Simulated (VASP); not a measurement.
Calculation: PBE GGA, VASP's PBE PAW potentials (set 64) (plane waves; VASP).

The input files of a VASP run:

File POSCAR:
```
CdSe
1.0
  2.1669120000  -3.7407250000   0.0000000000
  2.1669120000   3.7407250000   0.0000000000
  0.0000000000   0.0000000000   7.1879720000
Cd Se
2 2
direct
  0.6666670000   0.3333330000   0.5000000000
  0.3333330000   0.6666670000   0.0000000000
  0.6666670000   0.3333330000   0.8760000000
  0.3423490000   0.6756830000   0.3760000000
```

**INCAR**
```
! general
SYSTEM  =CdSe
PREC    =Accurate
ENCUT   =400   ! plane-wave cut-off (eV)
LREAL   =.FALSE.
LASPH   =.TRUE.
KSPACING=0.2
KGAMMA  =.FALSE.

! electronic loop
EDIFF   =1E-6   ! SCF stop (eV)
NELM    =100   ! most electronic steps
ALGO    =Normal   ! blocked Davidson
LMAXMIX =4   ! l cut-off of mixed one-centre charges

! smearing
ISMEAR  =0
SIGMA   =0.05   ! width (eV)

! functional
GGA     =PE

! ions
ISIF    =2   ! forces and stress, cell fixed

! output
LWAVE   =.FALSE.
LCHARG  =.FALSE.
```

POTCAR, in this order: Cd Se (PBE.64 set). Program: vasp_std.

The run wrote:

**OSZICAR**
```
       N       E                     dE             d eps       ncg     rms          rms(c)
DAV:   1     0.210293749366E+03    0.21029E+03   -0.15083E+04  8956   0.119E+03
DAV:   2    -0.683111308192E+00   -0.21098E+03   -0.20698E+03 10074   0.318E+02
DAV:   3    -0.116421481298E+02   -0.10959E+02   -0.10928E+02 10720   0.737E+01
DAV:   4    -0.117311837689E+02   -0.89036E-01   -0.89001E-01  9874   0.644E+00
DAV:   5    -0.117319597990E+02   -0.77603E-03   -0.77600E-03 10846   0.549E-01    0.861E+00
DAV:   6    -0.110012836809E+02    0.73068E+00   -0.16634E+00 10628   0.126E+01    0.672E+00
DAV:   7    -0.109695241766E+02    0.31760E-01   -0.59221E-01 10072   0.423E+00    0.259E+00
DAV:   8    -0.109674546405E+02    0.20695E-02   -0.66339E-02  9346   0.282E+00    0.373E-01
DAV:   9    -0.109673417330E+02    0.11291E-03   -0.96938E-03 10108   0.125E+00    0.123E-01
DAV:  10    -0.109674575160E+02   -0.11578E-03   -0.99100E-04  9664   0.383E-01    0.748E-02
DAV:  11    -0.109675741952E+02   -0.11668E-03   -0.27731E-04  9604   0.114E-01    0.211E-02
DAV:  12    -0.109675545185E+02    0.19677E-04   -0.11230E-04 11144   0.112E-01    0.829E-03
DAV:  13    -0.109675575335E+02   -0.30150E-05   -0.15592E-05  9172   0.287E-02    0.709E-03
DAV:  14    -0.109675573887E+02    0.14487E-06   -0.98648E-07  7764   0.550E-03
   1 F= -.10967557E+02 E0= -.10967557E+02  d E =-.244346E-14
```

OUTCAR:
```
------------------------ aborting loop because EDIFF is reached ----------------------------------------
  FORCE on cell =-STRESS in cart. coord.  units (eV):
  Direction    XX          YY          ZZ          XY          YZ          ZX
  --------------------------------------------------------------------------------------
  Total        0.9699824      1.1188419     -0.0502220      0.2480641      0.0096212      0.1430971
  in kB       13.3364729     15.3831716     -0.6905119      3.4106803      0.1322838      1.9674688
  external PRESSURE =       9.3430442 kB  Pullay stress =       0.0000000 kB
  volume of cell :      116.53
      direct lattice vectors                 reciprocal lattice vectors
     2.166912000 -3.740725000  0.000000000     0.230743104 -0.133663929  0.000000000
     2.166912000  3.740725000  0.000000000     0.230743104  0.133663929  0.000000000
     0.000000000  0.000000000  7.187972000     0.000000000  0.000000000  0.139121299
  FREE ENERGIE OF THE ION-ELECTRON SYSTEM (eV)
  ---------------------------------------------------
  free  energy   TOTEN  =       -10.9675573887 eV

  energy  without entropy=      -10.9675573887  energy(sigma->0) =      -10.96755739
```
(Selected blocks of OUTCAR.)

### OUTCAR
```
 val. band max:        0.6985195189   @ k =   0.0000   0.0000   0.0000

 cond. band min:       1.2625459177   @ k =   0.0000   0.0000   0.0000


 Fermi energy:         0.9440491884

 k-point     1 :       0.0000    0.0000    0.0000
  band No.  band energies     occupation
      1     -11.7383      2.00000
      2     -11.4063      2.00000
      3      -7.1537      2.00000
      4      -7.1391      2.00000
      5      -7.1301      2.00000
      6      -7.0923      2.00000
      7      -7.0805      2.00000
      8      -6.8347      2.00000
      9      -6.8343      2.00000
     10      -6.7827      2.00000
     11      -6.7812      2.00000
     12      -6.5490      2.00000
     13      -3.4967      2.00000
     14      -0.0101      2.00000
     15       0.0414      2.00000
     16       0.5930      2.00000
     17       0.6828      2.00000
     18       0.6985      2.00000
     19       1.2625      0.00000
     20       2.9188      0.00000
     21       6.5879      0.00000
     22       6.6170      0.00000

 k-point     2 :       0.1111   -0.0000    0.0000
  band No.  band energies     occupation
      1     -11.7026      2.00000
      2     -11.3886      2.00000
      3      -7.1410      2.00000
      4      -7.1252      2.00000
      5      -7.1069      2.00000
      6      -7.0749      2.00000
      7      -7.0620      2.00000
      8      -6.8408      2.00000
      9      -6.8346      2.00000
     10      -6.7933      2.00000
     11      -6.7802      2.00000
     12      -6.5273      2.00000
     13      -3.4244      2.00000
     14      -0.5132      2.00000
     15      -0.1793      2.00000
     16      -0.1448      2.00000
     17       0.5271      2.00000
     18       0.5992      2.00000
     19       2.0898      0.00000
     20       3.4487      0.00000
     21       6.1918      0.00000
     22       6.7936      0.00000

 k-point     3 :      -0.0000    0.1111    0.0000
  band No.  band energies     occupation
      1     -11.7021      2.00000
...
```

The compound is CdSe in the wurtzite structure. The cell was not relaxed at this level, atoms are displaced from their ideal sites. The run is one of a series of settings (KGAMMA = .FALSE., KSPACING = 0.2, KPOINTS file removed against the base run), some of them coarse on purpose.
